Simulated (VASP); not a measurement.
Output of a VASP run:

**OSZICAR**
```
       N       E                     dE             d eps       ncg     rms          rms(c)
DAV:   1     0.112715516527E+03    0.11272E+03   -0.85298E+03   759   0.150E+03
DAV:   2    -0.579301123607E+00   -0.11329E+03   -0.10982E+03   794   0.329E+02
DAV:   3    -0.855611934684E+01   -0.79768E+01   -0.79306E+01   974   0.908E+01
DAV:   4    -0.877422068000E+01   -0.21810E+00   -0.21799E+00   897   0.166E+01
DAV:   5    -0.878484921018E+01   -0.10629E-01   -0.10628E-01  1115   0.318E+00    0.587E+00
DAV:   6    -0.838233205330E+01    0.40252E+00   -0.75165E-01  1105   0.162E+01    0.358E+00
DAV:   7    -0.835201329225E+01    0.30319E-01   -0.22335E-01  1015   0.422E+00    0.129E+00
DAV:   8    -0.835206519807E+01   -0.51906E-04   -0.19516E-02   999   0.210E+00    0.397E-01
DAV:   9    -0.835268936909E+01   -0.62417E-03   -0.23771E-03   966   0.819E-01    0.194E-01
DAV:  10    -0.835273847786E+01   -0.49109E-04   -0.23208E-04   977   0.132E-01    0.134E-01
DAV:  11    -0.835279268536E+01   -0.54207E-04   -0.53231E-05   849   0.606E-02    0.280E-02
DAV:  12    -0.835280207663E+01   -0.93913E-05   -0.34127E-05   940   0.110E-01    0.234E-02
DAV:  13    -0.835280213591E+01   -0.59276E-07   -0.16622E-06   670   0.144E-02
   1 F= -.68157654E+01 E0= -.68157654E+01  d E =-.681577E+01
```

### OUTCAR
```
------------------------ aborting loop because EDIFF is reached ----------------------------------------
  FORCE on cell =-STRESS in cart. coord.  units (eV):
  Direction    XX          YY          ZZ          XY          YZ          ZX
  --------------------------------------------------------------------------------------
  Total        1.5283044      1.5283044      1.5283044      0.0000000      0.0000000      0.0000000
  in kB       49.7159352     49.7159352     49.7159352      0.0000000      0.0000000      0.0000000
  external PRESSURE =      -0.2840648 kB  Pullay stress =      50.0000000 kB
  volume of cell :       49.25
      direct lattice vectors                 reciprocal lattice vectors
     0.000000000  2.909365455  2.909365455    -0.171858781  0.171858781  0.171858781
     2.909365455  0.000000000  2.909365455     0.171858781 -0.171858781  0.171858781
     2.909365455  2.909365455  0.000000000     0.171858781  0.171858781 -0.171858781
  FREE ENERGIE OF THE ION-ELECTRON SYSTEM (eV)
  ---------------------------------------------------
  free  energy   TOTEN  =        -8.3528021359 eV

  energy  without entropy=       -8.3528021359  energy(sigma->0) =       -8.35280214
  enthalpy is  TOTEN    =        -6.8157653874 eV   P V=        1.5370367485

 reached required accuracy - stopping structural energy minimisation
```
(Selected blocks of OUTCAR.)

**POSCAR**
```
InP
1
   -0.0000000000     2.9093654548     2.9093654548
    2.9093654548     0.0000000000     2.9093654548
    2.9093654548     2.9093654548    -0.0000000000
In P
1 1
Direct
  0.0000000000   0.0000000000   0.0000000000
  0.2500000000   0.2500000000   0.2500000000
```

Q: Reconstruct the remaining input files.

A: Several could match; the one computed here: the input of the run itself, PBE GGA, plane waves, VASP's PBE PAW potentials (set 64).

INCAR:
```
# general
SYSTEM =InP
PREC   =Accurate
ENCUT  =500   # plane-wave cut-off (eV)
LREAL  =.False.
LASPH  =.True.

# electronic loop
EDIFF  =1E-6   # SCF stop (eV)
NELM   =100   # most electronic steps
ALGO   =Normal   # blocked Davidson
LMAXMIX=4   # l cut-off of mixed one-centre charges

# smearing
ISMEAR =0   # Gaussian
SIGMA  =0.05   # width (eV)

# functional
GGA    =PE   # PBE

# ions
IBRION =2   # conjugate gradients
NSW    =40   # most ionic steps
ISIF   =3   # ions, shape and volume
EDIFFG =-0.02
PSTRESS=50   # kbar

# output
LWAVE  =.False.
LCHARG =.False.
```

KPOINTS:
```
Automatic mesh
0
Gamma
8 8 8
0 0 0
```

POTCAR, in this order: In_d P (PBE.64 set). Program: vasp_std.

The compound is InP in the zinc blende structure. It was relaxed first under an external pressure of 5 GPa.
